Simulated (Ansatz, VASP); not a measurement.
# Ru (Ruthenium): VASP beside Ansatz

Wanted: the spread between two codes on one cell, functional and k mesh. Of the first pair: The structure shown is the end of the Ansatz relaxation below.

Calculated with Ansatz 0.2.0; plane waves, with VASP 6.6.1 beside it; single point at LDA and zone-centre phonons at LDA.

### Step 1. The starting structure

It takes space group P6_3/mmc (No. 194, hexagonal). Conventional cell: a = 2.666 Å, b = 2.666 Å, c = 4.211 Å, α = 90.00°, β = 90.00°, γ = 120.00°. Nearest to Ru lie 12 Ru at 2.61 to 2.67 Å.

### Step 2. Ansatz: relaxation, LDA

Ansatz runs on its PAW soft_1 files.

This run makes the geometry at which the two programs are then compared.

Contents of input.yaml:

```yaml
crystal:
  lattice:
    - [2.6622606154, 0.0, 0.0]
    - [-1.3311303077, 2.3055853244, 0.0]
    - [0.0, 0.0, 4.2215247749]
  atoms:
    - { symbol: Ru, position: [0.3333333333, 0.6666666667, 0.25] }
    - { symbol: Ru, position: [0.6666666667, 0.3333333333, 0.75] }
kpoints:
  mp_grid: { grid: [18, 18, 12] }
hamiltonian:
  xc: lda
  pseudopotentials: { kind: paw, azcp: { folder: soft_1 }, xc_functional: pbe }
scf:
  occupations: { method: methfessel_paxton, width: 0.2 }
output:
  forces: true
  stress: true
  eigenvalues: true
relax:
  adjacent_minimum: "off"
  f_tol: 0.001
  max_steps: 60
  cell: { stress_tol: 0.01, fix: [volume] }
```

On the command line:

```sh
ansatz run input.yaml --threads 4 --pin off --max-ram 10240MiB --backend cpu --events-out ev --progress --plain --runs-dir out
```

Numbers of over 12 decimals in the logs are rounded to 6 here.

The log of the run:

```text
Engine: ansatz 0.2.0, x86_64-unknown-linux-gnu
Pseudopotentials: kind: paw
Pseudopotential: Ru, paw, valence charge 16, recommended cutoff 420 eV (normal), soft_1/Ru.paw.azcp
Functional definition: SPW92
  exchange = slater_x
  correlation = pw_c
Crystal: 2 atoms, lattice volume = 25.912 Å³
Basis set: ecut = 420 eV, 537 PW (Γ)
Bands: 20, of which v1, the nominal top of the filled ones, is band 16 counted from 1 (15 counted from 0)
Symmetry: 24 space group operations
Space group: P63/mmc (ITA 194), of the structure as read, at distance tolerance 3.0e-5 Å
k-points: 259 of 3888
Non-local potential: Ru, projectors of the file, l = 0: 3, l = 1: 2, l = 2: 2, l = 3: 1
PAW form: soft (Blöchl's): semilocal exchange-correlation on the pseudo side does not see the compensation charge
PAW frozen core: Ru, regenerated for the run's functional, and the local potential with it (the file was generated under x = pbe(κ = 0.804, μ = 0.219515), c = pbe(β = 0.066725))
PAW one-centre angular grid: Ru, 590 points (default); XC on 64 Gauss nodes
Initial density: superposition of atomic densities (chi_scale 0.1, normalization cell)
Initial wavefunctions: pseudopotential atomic-orbital guess
Functional: x = slater, c = lda
SCF iter   1: F=—  HF=-11518.124079 eV  |F-HF|=—  |Δ(HF+E_count)|=         —  Δρ=1.32e-1  dr2=4.15e0  ethr=3.10e-3  ⟨swp⟩=4.9  Hψ=19986  notcnv=0
preconditioner: auto → none  [metal: Δε(μ)=0.022 eV  Ē_g=6.589 eV  σ=0.200 eV  W_gap=0.09  n_scr=8 (ndim 8)  ℏωp=29.2 eV  f_vac=0.000  D(μ)=1.43/eV (n_scr^D=22)  sad-step TF]
SCF iter   2: F=—  HF=-11517.059828 eV  |F-HF|=—  |Δ(HF+E_count)|=    1.06e0  S|Δr|=    0.00e0  Δρ=6.96e-2  dr2=1.14e0  ethr=3.10e-3  ⟨swp⟩=2.2  Hψ=10285  notcnv=0  defer=29
SCF iter   3: F=—  HF=-11516.659918 eV  |F-HF|=—  |Δ(HF+E_count)|=   4.00e-1  S|Δr|=    0.00e0  Δρ=3.67e-3  dr2=1.58e-3  ethr=3.10e-3  ⟨swp⟩=2.0  Hψ=8175  notcnv=0  defer=29
SCF iter   4: F=—  HF=-11516.661028 eV  |F-HF|=—  |Δ(HF+E_count)|=   1.11e-3  S|Δr|=    0.00e0  Δρ=4.18e-4  dr2=1.89e-5  ethr=4.95e-6  ⟨swp⟩=2.2  Hψ=11002  notcnv=0  defer=20
SCF iter   5: F=—  HF=-11516.661043 eV  |F-HF|=—  |Δ(HF+E_count)|=   1.49e-5  S|Δr|=    0.00e0  Δρ=1.00e-4  dr2=1.69e-6  ethr=5.91e-8  ⟨swp⟩=2.2  Hψ=8650  notcnv=0  defer=20
SCF iter   6: F=-11516.661042 eV  HF=-11516.661042 eV  |F-HF|=2.90e-8  |Δ(HF+E_count)|=   6.04e-7  S|Δr|=    0.00e0  Δρ=1.76e-5  dr2=3.84e-8  ethr=3.13e-10  ⟨swp⟩=3.6  Hψ=23816  notcnv=0
SCF 1 converged in 6 iterations: F = -11516.661042 eV  dr2 = 3.84e-8
  greatest PAW one-centre occupation: 1.000 electrons in one spin orbital (limit 2), on the Ru atom at site 1 (counted from 0), in its partial waves of l = 0
relax step   1: F+E_penalty+E_count = -11516.66104236 eV  Δ(F+E_penalty+E_count) = +0.000e0 eV  max|allowed force component| = 3.701e-17 eV/Å  Δτ_max = 0.0000 Å  P = +3.728 GPa  Ω = 25.912 Å³  fix = [volume]  reactions: volume +3.728 GPa  (6 SCF iters, dr2 threshold 1.00e-7 eV, accepted)
[...]
relax step   2: F+E_penalty+E_count = -11516.66128346 eV  Δ(F+E_penalty+E_count) = -2.411e-4 eV  max|allowed force component| = 5.956e-17 eV/Å  Δτ_max = 0.0000 Å  P = +3.809 GPa  Ω = 25.912 Å³  energy of the carried Pulay correction = -1.826e-5 eV  fix = [volume]  reactions: volume +3.809 GPa  (3 SCF iters, dr2 threshold 2.00e-7 eV, accepted)
[...]
relax step   3: F+E_penalty+E_count = -11516.66141736 eV  Δ(F+E_penalty+E_count) = -1.339e-4 eV  max|allowed force component| = 8.558e-17 eV/Å  Δτ_max = 0.0000 Å  P = +3.778 GPa  Ω = 25.912 Å³  energy of the carried Pulay correction = -1.161e-5 eV  fix = [volume]  reactions: volume +3.778 GPa  (3 SCF iters, dr2 threshold 2.00e-7 eV, accepted)
[...]
relax step   4: F+E_penalty+E_count = -11516.66144142 eV  Δ(F+E_penalty+E_count) = -2.406e-5 eV  max|allowed force component| = 9.599e-17 eV/Å  Δτ_max = 0.0000 Å  P = +3.779 GPa  Ω = 25.912 Å³  fix = [volume]  reactions: volume +3.779 GPa  stress off target by 1.05e-2 GPa on what of the cell is left free  SCF on the basis re-selected at this cell (its energy is not comparable with the rows above)  (4 SCF iters)
[...]
relax step   5: F+E_penalty+E_count = -11516.66144135 eV  Δ(F+E_penalty+E_count) = +7.096e-8 eV  max|allowed force component| = 1.156e-17 eV/Å  Δτ_max = 0.0000 Å  P = +3.779 GPa  Ω = 25.912 Å³  energy of the carried Pulay correction = -9.640e-8 eV  fix = [volume]  reactions: volume +3.779 GPa  (2 SCF iters, dr2 threshold 2.77e-10 eV, accepted)
[...]
relax step   6: F+E_penalty+E_count = -11516.66144495 eV  Δ(F+E_penalty+E_count) = -3.605e-6 eV  max|allowed force component| = 6.939e-18 eV/Å  Δτ_max = 0.0000 Å  P = +3.779 GPa  Ω = 25.912 Å³  fix = [volume]  reactions: volume +3.779 GPa  stress off target by 1.23e-4 GPa on what of the cell is left free  SCF on the basis re-selected at this cell (its energy is not comparable with the rows above)  (4 SCF iters)
basis re-selected at this cell: Δ(F+E_penalty+E_count) = -3.605e-6 eV, ΔP = +0.000 GPa vs the last step (what re-selecting the basis moved, of the pressure what is left beyond the Pulay correction that the steps carried, after the strain that the cell walked since its last selection, with what the two solves' SCF thresholds leave and, on support functions, any second-order correction that the steps lacked; it is no m [...]
SCF converged after 4 iterations
Stability not checked: this state was not tested for a lower state beside it, because cold or Methfessel-Paxton smearing, or corrected tetrahedra, fill the levels in a way that the test cannot read (fill_not_monotonic; see scf.lower_state_search)
Free energy (F): -11516.661445 eV
Harris-Foulkes:  -11516.661445 eV  (|F-HF|=1.82e-12)
Internal energy: -11516.662058 eV  (E = F + TS)
E sigma→0 (E₀):  -11516.661598 eV
Entropy (-TS):   0.000613 eV (0.306 meV/atom)
Fermi energy:    24.387073 eV
--- Per-component energies (eV) ---
  E_band       = -81.590211
  E_kinetic    = 924.868284
  E_local      = -2452.243469  (includes V_loc(G=0)·N_el)
  E_nonlocal   = 836.119626
  E_hartree    = 809.827562
  E_xc         = -340.151298
  E_vxc        = -431.746203  (∫ρ·V_xc dr)
  E_paw        = -6763.916041  (= ΣΔE_a)
  E_vpaw       = -578.244669  (= ΣTr[D̂ρ^β])
  E_aug_tail   = 0.001077  (compensation charges beyond the density's cutoff)
  E_ewald      = -4532.311168
  E_core_change = 1.143369  (= ΣΔE_core)
  E_smearing   = 0.000613  (= −TS)
  E_closure    = -0.000000  (closes the sum)
  Σ components = -11516.661445   (vs F -11516.661445, Δ=0.00e0)
--- Forces (eV/Å), atoms counted from 1 ---
  atom   1  Ru     0.00000000     0.00000000    -0.00000000
  atom   2  Ru    -0.00000000    -0.00000000     0.00000000
  max |Σ_I F_I| component: 0.00e0 eV/Å
--- Stress (GPa, compression-positive) ---
        3.779078       0.000000       0.000000
        0.000000       3.779078       0.000000
        0.000000       0.000000       3.778892
  P = ⅓ Tr σ = 3.7790 GPa (37.790 kbar)
--- Band table (eV; the first three rows and the last of 259) ---
  k-point 0: bands = [... 12 lower, 21.7858, 22.3198, 22.3198, 22.8718, 22.8718, 25.6628, 25.6628, 25.7359]
  k-point 1: bands = [... 12 lower, 21.7433, 22.2684, 22.2684, 22.9933, 22.9933, 25.4614, 25.6705, 25.6705]
  k-point 2: bands = [... 12 lower, 21.6257, 22.1291, 22.1291, 23.2996, 23.2996, 24.7498, 25.6762, 25.6762]
  k-point 258: bands = [... 12 lower, 21.5035, 21.5035, 23.0976, 23.0976, 25.7046, 25.7046, 33.2255, 33.2255]
--- Relaxed structure (4 steps of the walk, 4 accepted, 2 SCFs on fresh bases) ---
  F+E_penalty+E_count = -11516.66144495 eV   max|allowed force component| = 6.939e-18 eV/Å   (the final SCF, on the basis selected at the relaxed cell)
  cell:  # Å, volume = 25.9120 Å³
    - [2.665564, 0.0, 0]
    - [-1.332782, 2.308446, 0]
    - [0, 0, 4.211068]
  atoms:
    - { symbol: Ru, position: [0.333333, 0.666667, 0.25] }
    - { symbol: Ru, position: [0.666667, 0.333333, 0.75] }
```

### Step 3. VASP: single point, LDA

The same cell, functional (in two slightly different forms), mesh and smearing now go to VASP, with its own data sets.

Lines of VASP's logs that name or quote its potential files are left out, and so is its time.

Contents of INCAR:

```
SYSTEM = Ru
PREC = Accurate
ENCUT = 500
EDIFF = 1E-06
NELM = 120
ISMEAR = 1
SIGMA = 0.2
LREAL = .FALSE.
ALGO = Normal
GGA = PW92
NBANDS = 20
LASPH = .TRUE.
LORBIT = 11
LWAVE = .FALSE.
LCHARG = .FALSE.
ISIF = 2
GGA_COMPAT = .FALSE.
KPAR = 2
```

Contents of POSCAR:

```
Ru
1.0
    2.6655639064      0.0000000000      0.0000000000
   -1.3327819532      2.3084460583      0.0000000000
    0.0000000000      0.0000000000      4.2110682377
Ru
2
Direct
    0.3333333334      0.6666666668      0.2500000000
    0.6666666668      0.3333333334      0.7500000000
```

Contents of KPOINTS:

```
Automatic mesh
0
Gamma
18 18 12
0 0 0
```

Potentials, in the order of the species: Ru_pv (LDA family, release 64).

On the command line:

```sh
mpirun -np 2 vasp_std
```

The log of the run:

```text
[banner, memory and clock lines left out]
running    2 mpi-ranks, on    1 nodes
 distrk:  each k-point on    1 cores,    2 groups
 distr:  one band on    1 cores,    1 groups

 POSCAR found type information on POSCAR Ru
 POSCAR found :  1 types and       2 ions
|                                                                             |
|               ----> ADVICE to this user running VASP <----                  |
|                                                                             |
|     You enforced a specific xc type in the INCAR file but a different       |
|     [... a line on the potential file left out ...]
|     I HOPE YOU KNOW WHAT YOU ARE DOING!                                     |
|                                                                             |

 LDA part: xc-table for (Slater(with rela. corr.)+PW92), standard interpolation
 POSCAR, INCAR and KPOINTS ok, starting setup
 FFT: planning ... GRIDC
 FFT: planning ... GRID_SOFT
 FFT: planning ... GRID
 WAVECAR not read
 entering main loop
       N       E                     dE             d eps       ncg     rms          rms(c)
DAV:   1     0.281009897600E+03    0.28101E+03   -0.17315E+04 10376   0.153E+03
DAV:   2    -0.168055300782E+02   -0.29782E+03   -0.28933E+03 10612   0.457E+02
DAV:   3    -0.227546698882E+02   -0.59491E+01   -0.59038E+01 11816   0.724E+01
DAV:   4    -0.228018565264E+02   -0.47187E-01   -0.47123E-01 13380   0.608E+00
DAV:   5    -0.228025237770E+02   -0.66725E-03   -0.66478E-03 11480   0.635E-01    0.205E+01
DAV:   6    -0.214789360582E+02    0.13236E+01   -0.30441E+00 11988   0.173E+01    0.588E+00
DAV:   7    -0.213893458130E+02    0.89590E-01   -0.54738E-01 11708   0.534E+00    0.118E+00
DAV:   8    -0.213785291272E+02    0.10817E-01   -0.25731E-02 11592   0.151E+00    0.335E-01
DAV:   9    -0.213780824771E+02    0.44665E-03   -0.74251E-04 11932   0.293E-01    0.304E-02
DAV:  10    -0.213781017381E+02   -0.19261E-04   -0.95337E-05 11496   0.100E-01    0.230E-02
DAV:  11    -0.213780988860E+02    0.28521E-05   -0.17312E-05 11644   0.409E-02    0.108E-03
DAV:  12    -0.213780988632E+02    0.22804E-07   -0.20058E-07  6832   0.435E-03
   1 F= -.21378099E+02 E0= -.21378292E+02  d E =0.579362E-03
```

From OUTCAR (step 3):

```text
ion  position               nearest neighbor table
   1  0.333  0.667  0.250-   2 2.61   2 2.61   2 2.61   2 2.61   2 2.61   2 2.61
   2  0.667  0.333  0.750-   1 2.61   1 2.61   1 2.61   1 2.61   1 2.61   1 2.61

  LATTYP: Found a hexagonal cell.
 ALAT       =     2.6655639064
 C/A-ratio  =     1.5798038935

 Subroutine GETGRP returns: Found 24 space group operations
 (whereof 12 operations were pure point group operations)

The static configuration has the point symmetry D_3d.
 The point group associated with its full space group is D_6h.

 Found    259 irreducible k-points:

   k-points           NKPTS =    259   k-points in BZ     NKDIM =    259   number of bands    NBANDS=     20

   dimension x,y,z NGX =    20 NGY =   20 NGZ =   32
   dimension x,y,z NGXF=    40 NGYF=   40 NGZF=   64

   ENCUT  =  500.0 eV  36.75 Ry    6.06 a.u.   4.86  4.86  7.68*2*pi/ulx,y,z

   NELECT =      28.0000    total number of electrons

 k-points in reciprocal lattice and weights: Automatic mesh
   0.00000000  0.00000000  0.00000000       0.000
   0.05555556  0.00000000  0.00000000       0.002
   0.11111111  0.00000000  0.00000000       0.002
   0.16666667  0.00000000  0.00000000       0.002
   0.22222222  0.00000000  0.00000000       0.002
   0.27777778  0.00000000  0.00000000       0.002
   0.33333333  0.00000000  0.00000000       0.002
   0.38888889  0.00000000  0.00000000       0.002
   0.44444444  0.00000000  0.00000000       0.002
[...]
0.33333333  0.27777778  0.50000000       0.003
   0.33333333  0.33333333  0.50000000       0.001

 average (electrostatic) potential at core
       1 -66.6400       2 -66.6400

 E-fermi :  13.5771

 k-point     1 :       0.0000    0.0000    0.0000
  band No.  band energies     occupation
    ...
     11      10.9741      2.00000
     12      11.5092      2.00000
     13      11.5092      2.00000
     14      12.0602      2.00000
     15      12.0602      2.00000
     16      14.8501     -0.00000
     17      14.8501     -0.00000
     18      14.9517     -0.00000
     19      23.4997      0.00000
     20      23.5065      0.00000

 k-point     2 :       0.0556    0.0000    0.0000
  band No.  band energies     occupation
    ...
     11      11.2020      2.00000
     12      11.4538      2.00000
     13      11.6013      2.00000
     14      11.9393      2.00000
     15      11.9823      2.00000
     16      13.7251      0.05377
     17      14.9004     -0.00000
     18      16.2375     -0.00000
     19      23.4994      0.00000
     20      23.5062      0.00000

 k-point     3 :       0.1111    0.0000    0.0000
  band No.  band energies     occupation
    ...
     12      11.4993      2.00000
     13      11.5589      2.00000
     14      11.7747      2.00000
     15      11.8726      2.00000
     16      12.8659      2.00001
     17      15.0283     -0.00000
     18      17.6639      0.00000
     19      23.4990      0.00000
     20      23.5062      0.00000

  Total        0.7101340      0.7101340      0.7196538      0.0000000      0.0000000      0.0000000
  in kB       43.9086189     43.9086189     44.4972443      0.0000000      0.0000000      0.0000000
  external PRESSURE =      44.1048274 kB  Pullay stress =       0.0000000 kB

  energy-cutoff  :      500.00
  volume of cell :       25.91
      direct lattice vectors                 reciprocal lattice vectors
     2.665563906  0.000000000  0.000000000     0.375155140  0.216595921  0.000000000
    -1.332781953  2.308446058  0.000000000     0.000000000  0.433191842  0.000000000
     0.000000000  0.000000000  4.211068238     0.000000000  0.000000000  0.237469436

 POSITION                                       TOTAL-FORCE (eV/Angst)
 -----------------------------------------------------------------------------------
      0.00000      1.53896      1.05277         0.000000      0.000000      0.000000
      1.33278      0.76948      3.15830        -0.000000      0.000000      0.000000
 -----------------------------------------------------------------------------------
    total drift:                               -0.000000     -0.000000      0.000000

  FREE ENERGIE OF THE ION-ELECTRON SYSTEM (eV)
  ---------------------------------------------------
  free  energy   TOTEN  =       -21.3780988632 eV

  energy  without entropy=      -21.3786782250  energy(sigma->0) =      -21.37829198

 total charge
# of ion       s       p       d       tot
------------------------------------------
    1        0.426   6.345   6.008  12.779
    2        0.426   6.345   6.008  12.779
--------------------------------------------------
tot          0.853  12.690  12.016  25.558

[... 3 further parts left out ...]
```

The run ends at a pressure of 4.41 GPa.

### Step 4. Side by side

Known differences besides the potentials themselves: the data sets hold 32 valence electrons in Ansatz (on its PAW soft_1 files) and 28 in VASP; the cutoff is 420 eV in Ansatz and 500 eV in VASP; VASP's log shows a relativistic correction to its local exchange, Ansatz's none; Ansatz's pressure holds a Pulay correction, VASP's none. Total energies have different zeros and are not compared.

Both answers:

| quantity | Ansatz | VASP | difference |
| --- | --- | --- | --- |
| pressure (GPa) | 3.78 | 4.41 | -0.63 |

(Part 1 of 2 ends here.)

[Lines on the potential files, build, host, timing and source positions are cut from VASP's logs without a mark.]

[Logs are printed without paths, hosts, clocks, repeated set-up lines and the standing remarks that a program may print on its own settings, such as how far it seeks lower states.]

[Hosts, paths, dates, database ids (printed as entryN), source tags and the programs' standing remarks are cut or masked in the printed files.]
